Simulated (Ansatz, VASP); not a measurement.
# YAlSe3 in two plane-wave programs

One calculation is typed for both programs; each brings its own data sets. How far apart do they land? The cell is generated by rule, not measured, and may not be a known phase. The cell is taken from a series of runs on this material, whose earlier steps may have relaxed, scaled, displaced or heated it; both programs get it as it stands.

Calculated with Ansatz 0.2.0; plane waves, with VASP 6.6.1 beside it; zone-centre phonons at PBEsol.

The structure was built from a prototype and need not be the compound's stable phase.

## Step 1: The starting structure

It takes space group Pm-3m (No. 221, cubic). Conventional cell: a = 4.832 Å, b = 4.832 Å, c = 4.832 Å, α = 90.00°, β = 90.00°, γ = 90.00°. Nearest to Y lie 12 Se at 3.42 Å. Nearest to Al lie 6 Se at 2.42 Å. Nearest to Se lie 2 Al at 2.42 Å and 4 Y at 3.42 Å. Farther neighbours and most contacts between anions are not listed.

## Step 2: Ansatz: zone-centre phonons, PBEsol

Ansatz runs on its PAW soft_1 files.

Second derivatives magnify differences that forces hide, and they need a tight electronic threshold.

The input, input.yaml:

```yaml
crystal:
  lattice:
    - [4.8323304856, 0.0, 0.0]
    - [0.0, 4.8323304856, 0.0]
    - [0.0, 0.0, 4.8323304856]
  atoms:
    - { symbol: "Y", position: [0.0, 0.0, 0.0] }
    - { symbol: Al, position: [0.5, 0.5, 0.5] }
    - { symbol: Se, position: [0.5, 0.5, 0.0] }
    - { symbol: Se, position: [0.5, 0.0, 0.5] }
    - { symbol: Se, position: [0.0, 0.5, 0.5] }
kpoints:
  mp_grid: { grid: [8, 8, 8] }
hamiltonian:
  xc: pbesol
  pseudopotentials: { kind: paw, azcp: { folder: soft_1 }, xc_functional: pbe }
scf:
  occupations: { method: methfessel_paxton, width: 0.2 }
output:
  eigenvalues: true
phonons:
  method: dfpt
```

Started as:

```bash
> ansatz run input.yaml --threads 4 --pin off --max-ram 16384MiB --backend cpu --events-out ev --progress --plain --runs-dir out
```

Numbers of over 12 decimals in the logs are rounded to 6 here.

The program printed:

```text
zone centre: on kpoints.mp_grid the ground state, and the responses unless they are solved on pairs of k-points, stand on 125 of the mesh's 512 k-points, reduced under 8 symmetry operations, with k and −k counted as one. Each operation leaves every solved displacement unchanged or reverses it
Engine: ansatz 0.2.0, aarch64-unknown-linux-gnu
Pseudopotentials: kind: paw
Pseudopotential: Y, paw, valence charge 11, recommended cutoff 420 eV (normal), soft_1/Y.paw.azcp
Pseudopotential: Al, paw, valence charge 3, recommended cutoff 420 eV (normal), soft_1/Al.paw.azcp
Pseudopotential: Se, paw, valence charge 16, recommended cutoff 420 eV (normal), soft_1/Se.paw.azcp
Functional definition: PBEsol
  exchange = pbesol_x
  correlation = pbesol_c
Crystal: 5 atoms, lattice volume = 112.842 Å³
Basis set: ecut = 420 eV, 2205 PW (Γ), exchange–correlation on 72×72×72 points (8 copies of the dense FFT grid, shifted against one another)
Bands: 38, of which v1, the nominal top of the filled ones, is band 31 counted from 1 (30 counted from 0)
Symmetry: 48 space group operations
k-points: 125 of 512 (irreducible under 8 space group operations)
Non-local potential: Y, projectors of the file, l = 0: 3, l = 1: 2, l = 2: 2, l = 3: 1
Non-local potential: Al, projectors of the file, l = 0: 2, l = 1: 2, l = 2: 1
Non-local potential: Se, projectors of the file, l = 0: 2, l = 1: 2, l = 2: 3, l = 3: 1
PAW form: soft (Blöchl's): semilocal exchange-correlation on the pseudo side does not see the compensation charge
PAW frozen core: Y, regenerated for the run's functional, and the local potential with it (the file was generated under x = pbe(κ = 0.804, μ = 0.219515), c = pbe(β = 0.066725))
PAW frozen core: Al, regenerated for the run's functional, and the local potential with it (the file was generated under x = pbe(κ = 0.804, μ = 0.219515), c = pbe(β = 0.066725))
PAW frozen core: Se, regenerated for the run's functional, and the local potential with it (the file was generated under x = pbe(κ = 0.804, μ = 0.219515), c = pbe(β = 0.066725))
PAW one-centre angular grid: Y, 590 points (default); XC on 64 Gauss nodes
PAW one-centre angular grid: Al, 110 points (default); XC on 64 Gauss nodes
PAW one-centre angular grid: Se, 590 points (default); XC on 64 Gauss nodes
Initial density: superposition of atomic densities (chi_scale 0.1, normalization cell, long waves kept (reshape's long-wave potential 0.00 eV rms))
Initial wavefunctions: pseudopotential atomic-orbital guess
Functional: x = pbesol(κ = 0.804, μ = 0.123457), c = pbesol(β = 0.046)
SCF iter   1: F=—  HF=-20596.788775 eV  |F-HF|=—  |Δ(HF+E_count)|=         —  Δρ=3.10e-2  dr2=1.36e0  ethr=3.10e-3  ⟨swp⟩=6.0  Hψ=18521  notcnv=0
preconditioner: auto → Resta (q_TF=auto, 2.469 Å⁻¹)  ε∞=6.2  [insulator: Δε(μ)=0.156 eV  Ē_g=7.529 eV  σ=0.200 eV  W_gap=0.61  n_scr=26 (ndim 8)  ℏωp=17.1 eV  f_vac=0.000  D(μ)=1.11/eV (n_scr^D=6)  ε∞_Penn≈6.2]
SCF iter   2: F=—  HF=-20596.529393 eV  |F-HF|=—  |Δ(HF+E_count)|=   2.59e-1  S|Δr|=    0.00e0  Δρ=1.69e-2  dr2=3.68e-1  ethr=2.19e-3  ⟨swp⟩=2.0  Hψ=6432  notcnv=0  defer=124
SCF iter   3: F=—  HF=-20596.423029 eV  |F-HF|=—  |Δ(HF+E_count)|=   1.06e-1  S|Δr|=    0.00e0  Δρ=2.71e-3  dr2=9.65e-3  ethr=5.93e-4  ⟨swp⟩=2.0  Hψ=7380  notcnv=0  defer=124
SCF iter   4: F=—  HF=-20596.421836 eV  |F-HF|=—  |Δ(HF+E_count)|=   1.19e-3  S|Δr|=    0.00e0  Δρ=8.46e-4  dr2=9.01e-4  ethr=1.56e-5  ⟨swp⟩=2.0  Hψ=8474  notcnv=0  defer=124
SCF iter   5: F=—  HF=-20596.421343 eV  |F-HF|=—  |Δ(HF+E_count)|=   4.92e-4  S|Δr|=    0.00e0  Δρ=2.72e-4  dr2=6.77e-5  ethr=1.45e-6  ⟨swp⟩=2.0  Hψ=8500  notcnv=0  defer=124
SCF iter   6: F=—  HF=-20596.421355 eV  |F-HF|=—  |Δ(HF+E_count)|=   1.20e-5  S|Δr|=    0.00e0  Δρ=6.01e-5  dr2=6.06e-6  ethr=1.09e-7  ⟨swp⟩=2.3  Hψ=8435  notcnv=0  defer=124
SCF iter   7: F=—  HF=-20596.421357 eV  |F-HF|=—  |Δ(HF+E_count)|=   1.25e-6  S|Δr|=    0.00e0  Δρ=1.22e-5  dr2=3.76e-7  ethr=9.77e-9  ⟨swp⟩=2.3  Hψ=7839  notcnv=0  defer=124
SCF iter   8: F=—  HF=-20596.421356 eV  |F-HF|=—  |Δ(HF+E_count)|=   4.80e-7  S|Δr|=    0.00e0  Δρ=2.41e-6  dr2=9.07e-9  ethr=6.06e-10  ⟨swp⟩=2.0  Hψ=6002  notcnv=0  defer=124
SCF iter   9: F=—  HF=-20596.421356 eV  |F-HF|=—  |Δ(HF+E_count)|=  3.57e-10  S|Δr|=    0.00e0  Δρ=6.18e-7  dr2=4.65e-10  ethr=1.46e-11  ⟨swp⟩=2.5  Hψ=8946  notcnv=0  defer=124
SCF iter  10: F=-20596.421356 eV  HF=-20596.421356 eV  |F-HF|=1.09e-11  |Δ(HF+E_count)|=  4.73e-11  S|Δr|=    0.00e0  Δρ=8.61e-8  dr2=8.46e-12  ethr=1.00e-12  ⟨swp⟩=9.1  Hψ=25393  notcnv=0
the search or the solves at the SCF's close seem to have found levels that the self-consistency loop had missed (the run counts 6). By its estimate they hold under 1e-12 electrons; where the run keeps them, the occupations were computed again with them
SCF 1 converged in 10 iterations: F = -20596.421356 eV  dr2 = 8.46e-12
  greatest PAW one-centre occupation: 1.000 electrons in one spin orbital (limit 2), on the Se atom at site 3 (counted from 0), in its partial waves of l = 2
DFPT response loops at Γ: preconditioner auto → Kerker (q_TF=auto, 2.469 Å⁻¹) (partly filled bands, converged f_vac=0.000); β = 1.00, the filter's whole step (`scf.mixing.beta` (0.50) is not read by the response loops under this deck's `scf.mixing.preconditioner`; to damp them name `kerker` or `kerker_dos`, under which they read `scf.mixing.beta`, and type it under 1.00, their step now; both keys bind the ground state too); Broyden in place of MSR1
SCF converged after 10 iterations
Stability not checked: this state was not tested for a lower state beside it, because cold or Methfessel-Paxton smearing, or corrected tetrahedra, fill the levels in a way that the test cannot read (fill_not_monotonic; see scf.lower_state_search)
Free energy (F): -20596.421356 eV
Harris-Foulkes:  -20596.421356 eV  (|F-HF|=1.09e-11)
Internal energy: -20596.422449 eV  (E = F + TS)
E sigma→0 (E₀):  -20596.421629 eV
Entropy (-TS):   0.001093 eV (0.219 meV/atom)
Fermi energy:    9.500456 eV
--- Per-component energies (eV) ---
  E_band       = -1198.804882
  E_kinetic    = 673.545435
  E_local      = -8539.261617  (includes V_loc(G=0)·N_el)
  E_nonlocal   = -1022.406398
  E_hartree    = 4403.465476
  E_xc         = -470.652145
  E_vxc        = -508.253366  (∫ρ·V_xc dr)
  E_paw        = -9478.470591  (= ΣΔE_a)
  E_vpaw       = -609.358995  (= ΣTr[D̂ρ^β])
  E_aug_tail   = -0.000958  (compensation charges beyond the density's cutoff)
  E_ewald      = -6165.834919
  E_core_change = 3.193268  (= ΣΔE_core)
  E_smearing   = 0.001093  (= −TS)
  E_closure    = -0.000000  (closes the sum)
  Σ components = -20596.421356   (vs F -20596.421356, Δ=0.00e0)
--- Band table (eV; the first three rows and the last of 125) ---
  k-point 0: bands = [... 27 lower, 8.1021, 8.1496, 8.7361, 8.7361, 8.7361, 10.0625, 10.0625, 10.4406, ... 3 higher]
  k-point 1: bands = [... 27 lower, 7.8777, 8.0854, 8.5992, 8.6103, 8.6103, 10.1920, 10.4775, 10.5227, ... 3 higher]
  k-point 2: bands = [... 27 lower, 7.4272, 7.4272, 8.3687, 8.3687, 9.4111, 10.5222, 10.5726, 11.3724, ... 3 higher]
  k-point 124: bands = [... 27 lower, 8.1871, 9.8958, 9.8958, 9.8958, 10.1610, 11.0432, 11.0432, 11.0432, ... 3 higher]
--- Phonons (Γ-DFPT): 4 representative perturbations + reference, on 125 of 512 k-points (Σ response iterations 12) ---
  k mesh reduced under 8 symmetry operations, with k and −k counted as one. Each operation leaves every solved displacement unchanged or reverses it
  ASR residual: 4.785e-5 → 0.000e0 eV/Å²; symmetrization residual: 6.900e-6 eV/Å²
  ASR residual per site (eV/Å²): 4.78e-5 2.22e-5 2.27e-5 2.27e-5 2.27e-5
  Γ frequencies (cm⁻¹): -126.39 -126.39 -126.39 -106.95 -106.95 -106.95 0.00 0.00 0.00 56.31 56.31 56.31 345.89 345.89 345.89
  non-analytic LO–TO correction: not included (Born effective charges unavailable; polar crystals: no LO–TO splitting at Γ)
```

In the SCF lines HF is the Harris–Foulkes energy and dr2 the Hartree energy of the density residual, in eV; the loop may stop once dr2 is under the threshold and the program's other checks hold. Hψ counts applications of the Hamiltonian.

## Step 3: VASP: zone-centre phonons, PBEsol

The same cell, functional, mesh and smearing now go to VASP, with its own data sets.

Lines of VASP's logs that name or quote its potential files are left out, and so is its time.

The input, INCAR:

```
SYSTEM = YAlSe3
PREC = Accurate
ENCUT = 500
EDIFF = 1E-08
NELM = 120
ISMEAR = 1
SIGMA = 0.2
LREAL = .FALSE.
ALGO = Normal
GGA = PS
NBANDS = 22
LASPH = .TRUE.
LORBIT = 11
LWAVE = .FALSE.
LCHARG = .FALSE.
ISIF = 2
IBRION = 8
GGA_COMPAT = .FALSE.
KPAR = 2
```

The input, POSCAR:

```
YAlSe3
1.0
    4.8323304856      0.0000000000      0.0000000000
    0.0000000000      4.8323304856      0.0000000000
    0.0000000000      0.0000000000      4.8323304856
Y Al Se
1 1 3
Direct
    0.0000000000      0.0000000000      0.0000000000
    0.5000000000      0.5000000000      0.5000000000
    0.5000000000      0.5000000000      0.0000000000
    0.5000000000      0.0000000000      0.5000000000
    0.0000000000      0.5000000000      0.5000000000
```

The input, KPOINTS:

```
Automatic mesh
0
Gamma
8 8 8
0 0 0
```

The projector-augmented-wave data sets are Y_sv, Al and Se (PBE family, release 64).

Started as:

```bash
> mpirun -np 2 vasp_std
```

The program printed:

```text
[banner, memory and clock lines left out]
running    2 mpi-ranks, on    1 nodes
 distrk:  each k-point on    1 cores,    2 groups
 distr:  one band on    1 cores,    1 groups

 POSCAR found type information on POSCAR Y AlSe
 POSCAR found :  3 types and       5 ions
|                                                                             |
|               ----> ADVICE to this user running VASP <----                  |
|                                                                             |
|     You enforced a specific xc type in the INCAR file but a different       |
|     [... a line on the potential file left out ...]
|     I HOPE YOU KNOW WHAT YOU ARE DOING!                                     |
|                                                                             |

 LDA part: xc-table for (Slater+PW92), standard interpolation
 POSCAR, INCAR and KPOINTS ok, starting setup
 FFT: planning ... GRIDC
 FFT: planning ... GRID_SOFT
 FFT: planning ... GRID
 WAVECAR not read
 entering main loop
       N       E                     dE             d eps       ncg     rms          rms(c)
DAV:   1     0.145466124724E+03    0.14547E+03   -0.13922E+04  1540   0.126E+03
DAV:   2    -0.179162150586E+02   -0.16338E+03   -0.15550E+03  2052   0.232E+02
DAV:   3    -0.288759597638E+02   -0.10960E+02   -0.10764E+02  1980   0.533E+01
DAV:   4    -0.292790090761E+02   -0.40305E+00   -0.40203E+00  2408   0.936E+00
DAV:   5    -0.292842930601E+02   -0.52840E-02   -0.52693E-02  1922   0.111E+00    0.120E+01
DAV:   6    -0.268887285383E+02    0.23956E+01   -0.34620E+00  2028   0.753E+00    0.108E+01
DAV:   7    -0.266138619049E+02    0.27487E+00   -0.17050E+00  2290   0.527E+00    0.849E+00
DAV:   8    -0.269801336223E+02   -0.36627E+00   -0.17991E+00  1736   0.634E+00    0.334E+00
DAV:   9    -0.265837500541E+02    0.39638E+00   -0.93343E-01  1776   0.463E+00    0.455E-01
DAV:  10    -0.265853742336E+02   -0.16242E-02   -0.47253E-02  2080   0.107E+00    0.586E-01
DAV:  11    -0.265855912070E+02   -0.21697E-03   -0.19957E-03  2030   0.204E-01    0.201E-01
DAV:  12    -0.265855776245E+02    0.13582E-04   -0.79445E-05  2052   0.544E-02    0.642E-02
DAV:  13    -0.265855592750E+02    0.18350E-04   -0.37566E-05  2078   0.334E-02    0.379E-02
DAV:  14    -0.265855593966E+02   -0.12162E-06   -0.30795E-06  2024   0.105E-02    0.198E-02
DAV:  15    -0.265855591830E+02    0.21357E-06   -0.11773E-06  2452   0.540E-03    0.698E-03
DAV:  16    -0.265855592076E+02   -0.24538E-07   -0.93410E-08  1902   0.161E-03    0.271E-03
DAV:  17    -0.265855592411E+02   -0.33561E-07   -0.13353E-08  1422   0.772E-04    0.644E-04
DAV:  18    -0.265855591993E+02    0.41858E-07   -0.69765E-09  1178   0.494E-04    0.224E-04
DAV:  19    -0.265855591978E+02    0.14450E-08   -0.12203E-09   980   0.188E-04
   1 F= -.26585559E+02 E0= -.26585871E+02  d E =0.935072E-03
 Linear response reoptimize wavefunctions to high precision
DAV:   1    -0.265855591964E+02    0.14352E-08   -0.45944E-10  1046   0.994E-05
DAV:   2    -0.265855591964E+02    0.12278E-10   -0.17327E-10   956   0.505E-05
 Linear response DOF=           4
 Linear response progress:
  Degree of freedom:   1/  4
       N       E                     dE             d eps       ncg     rms          rms(c)
RMM:   1    -0.304033246288E+00   -0.30403E+00    0.29184E+00  3879   0.925E+00
RMM:   2    -0.300801427667E+00    0.32318E-02   -0.12937E-01  5294   0.155E+00    0.989E-02
RMM:   3    -0.302576726062E+00   -0.17753E-02   -0.11794E-02  5775   0.397E-01    0.910E-02
RMM:   4    -0.302817798312E+00   -0.24107E-03   -0.13932E-03  7035   0.133E-01    0.688E-02
RMM:   5    -0.302768159027E+00    0.49639E-04   -0.28961E-04  6862   0.634E-02    0.757E-03
RMM:   6    -0.302735646588E+00    0.32512E-04   -0.42415E-05  7519   0.202E-02    0.524E-03
RMM:   7    -0.302690993548E+00    0.44653E-04   -0.13663E-05  7571   0.110E-02    0.151E-03
RMM:   8    -0.302678779053E+00    0.12214E-04   -0.45008E-06  7858   0.546E-03    0.645E-04
RMM:   9    -0.302675692015E+00    0.30870E-05   -0.66128E-06  8049   0.344E-03    0.245E-04
RMM:  10    -0.302674602771E+00    0.10892E-05   -0.52302E-06  7826   0.239E-03    0.225E-04
RMM:  11    -0.302676613964E+00   -0.20112E-05   -0.36452E-06  7672   0.183E-03    0.131E-04
RMM:  12    -0.302676825529E+00   -0.21157E-06   -0.28259E-06  8080   0.139E-03    0.185E-04
RMM:  13    -0.302676404487E+00    0.42104E-06   -0.21800E-06  7927   0.113E-03    0.287E-04
RMM:  14    -0.302676524923E+00   -0.12044E-06   -0.16888E-06  8085   0.942E-04    0.317E-04
RMM:  15    -0.302677117852E+00   -0.59293E-06   -0.13734E-06  7692   0.814E-04    0.315E-04
RMM:  16    -0.302676977681E+00    0.14017E-06   -0.10976E-06  7880   0.699E-04    0.361E-04
RMM:  17    -0.302676329545E+00    0.64814E-06   -0.93893E-07  7279   0.629E-04    0.449E-04
RMM:  18    -0.302677784159E+00   -0.14546E-05   -0.82499E-07  7274   0.583E-04    0.342E-04
RMM:  19    -0.302679379236E+00   -0.15951E-05   -0.66607E-07  7951   0.533E-04    0.205E-04
RMM:  20    -0.302678574103E+00    0.80513E-06   -0.51552E-07  6960   0.462E-04    0.281E-04
RMM:  21    -0.302678553787E+00    0.20315E-07   -0.47942E-07  7821   0.394E-04    0.302E-04
RMM:  22    -0.302678587308E+00   -0.33520E-07   -0.44550E-07  7469   0.350E-04    0.320E-04
RMM:  23    -0.302678355266E+00    0.23204E-06   -0.40516E-07  7139   0.330E-04    0.351E-04
RMM:  24    -0.302678434287E+00   -0.79021E-07   -0.35579E-07  7557   0.292E-04    0.357E-04
 first order change of Fermi-energy   0.59822E-04
 force on displaced ion       1 direction 1 :   3.103   0.000  -0.000
 Linear response progress:
  Degree of freedom:   2/  4
       N       E                     dE             d eps       ncg     rms          rms(c)
RMM:   1    -0.976109722116E-02   -0.97611E-02    0.24327E-02  7268   0.563E-01
RMM:   2    -0.915371763425E-02    0.60738E-03   -0.12467E-03  5915   0.150E-01    0.101E-01
RMM:   3    -0.905575707520E-02    0.97961E-04   -0.48263E-04  5427   0.696E-02    0.539E-02
RMM:   4    -0.911032363054E-02   -0.54567E-04   -0.19022E-04  5912   0.405E-02    0.132E-02
RMM:   5    -0.910013698384E-02    0.10187E-04   -0.15845E-05  6139   0.134E-02    0.466E-03
RMM:   6    -0.910753268387E-02   -0.73957E-05   -0.42441E-06  6595   0.532E-03    0.130E-03
RMM:   7    -0.910343458521E-02    0.40981E-05   -0.86935E-07  6800   0.240E-03    0.343E-04
RMM:   8    -0.910347311920E-02   -0.38534E-07    0.79289E-08  7141   0.949E-04    0.199E-04
RMM:   9    -0.910303470286E-02    0.43842E-06    0.31696E-07  7259   0.469E-04    0.610E-05
RMM:  10    -0.910338801861E-02   -0.35332E-06    0.21335E-07  6986   0.266E-04    0.398E-05
RMM:  11    -0.910326456611E-02    0.12345E-06    0.17107E-07  7378   0.139E-04    0.582E-06
RMM:  12    -0.910325860526E-02    0.59609E-08    0.60103E-08  7518   0.692E-05    0.373E-06
 first order change of Fermi-energy   0.47943E-04
 force on displaced ion       2 direction 1 :  -7.364   0.000  -0.000
 Linear response progress:
  Degree of freedom:   3/  4
       N       E                     dE             d eps       ncg     rms          rms(c)
RMM:   1    -0.923361922463E-01   -0.92336E-01    0.37596E-02 12255   0.117E+00
RMM:   2    -0.897507853577E-01    0.25854E-02   -0.61987E-03  9784   0.287E-01    0.943E-02
RMM:   3    -0.901070012263E-01   -0.35622E-03   -0.77595E-04  9684   0.875E-02    0.534E-02
RMM:   4    -0.905690591543E-01   -0.46206E-03   -0.22041E-04 10079   0.522E-02    0.118E-02
RMM:   5    -0.905795528862E-01   -0.10494E-04   -0.39629E-05 11254   0.186E-02    0.575E-03
RMM:   6    -0.906165912393E-01   -0.37038E-04   -0.74923E-06 11612   0.778E-03    0.206E-03
RMM:   7    -0.906098386304E-01    0.67526E-05   -0.11969E-06 11848   0.307E-03    0.726E-04
RMM:   8    -0.906126774218E-01   -0.28388E-05   -0.33742E-06 12015   0.149E-03    0.246E-04
RMM:   9    -0.906129546771E-01   -0.27726E-06    0.24631E-06 12611   0.697E-04    0.107E-04
RMM:  10    -0.906131768916E-01   -0.22221E-06   -0.11299E-06 12802   0.333E-04    0.909E-05
RMM:  11    -0.906130869337E-01    0.89958E-07    0.62949E-07 12662   0.181E-04    0.242E-05
RMM:  12    -0.906129269376E-01    0.16000E-06   -0.47810E-07 12834   0.105E-04    0.668E-06
RMM:  13    -0.906129365504E-01   -0.96128E-08    0.10160E-08 13052   0.602E-05    0.496E-06
 first order change of Fermi-energy   0.40348E-04
 force on displaced ion       3 direction 1 :   2.196   0.000   0.000
 Linear response progress:
  Degree of freedom:   4/  4
       N       E                     dE             d eps       ncg     rms          rms(c)
RMM:   1    -0.944124187413E-01   -0.94412E-01    0.10132E-01  6777   0.122E+00
RMM:   2    -0.921865386110E-01    0.22259E-02   -0.97896E-03  5826   0.295E-01    0.133E-01
RMM:   3    -0.924591177233E-01   -0.27258E-03   -0.12873E-03  5713   0.103E-01    0.718E-02
RMM:   4    -0.929062625760E-01   -0.44714E-03   -0.49334E-04  6236   0.612E-02    0.150E-02
RMM:   5    -0.929001920237E-01    0.60706E-05   -0.81529E-05  6040   0.219E-02    0.623E-03
RMM:   6    -0.929607211653E-01   -0.60529E-04   -0.23088E-05  6454   0.890E-03    0.278E-03
RMM:   7    -0.929435722217E-01    0.17149E-04   -0.50460E-06  6711   0.421E-03    0.769E-04
RMM:   8    -0.929476877004E-01   -0.41155E-05   -0.90128E-06  7099   0.178E-03    0.327E-04
RMM:   9    -0.929479558006E-01   -0.26810E-06    0.27518E-06  6965   0.861E-04    0.122E-04
RMM:  10    -0.929482649034E-01   -0.30910E-06   -0.21382E-07  7088   0.472E-04    0.101E-04
RMM:  11    -0.929482499880E-01    0.14915E-07    0.19983E-06  7116   0.262E-04    0.148E-05
RMM:  12    -0.929481545412E-01    0.95447E-07   -0.29987E-07  7578   0.148E-04    0.274E-05
RMM:  13    -0.929481922646E-01   -0.37723E-07    0.43304E-07  7317   0.874E-05    0.889E-06
RMM:  14    -0.929482062042E-01   -0.13940E-07   -0.79320E-08  7490   0.631E-05    0.678E-06
RMM:  15    -0.929481998968E-01    0.63074E-08    0.14156E-07  7137   0.466E-05    0.435E-06
RMM:  16    -0.929481963041E-01    0.35928E-08   -0.49849E-08  6859   0.389E-05    0.402E-06
 first order change of Fermi-energy  -0.22332E-03
 force on displaced ion       3 direction 3 :   0.000   0.000 -13.776
 Linear response finished
```

(Continued in part 2 of 2.)

[Lines on the potential files, build, host, timing and source positions are cut from VASP's logs without a mark.]

[Logs are printed without paths, hosts, clocks, repeated set-up lines and the standing remarks that a program may print on its own settings, such as how far it seeks lower states.]

[Hosts, paths, dates, database ids (printed as entryN), source tags and the programs' standing remarks are cut or masked in the printed files.]
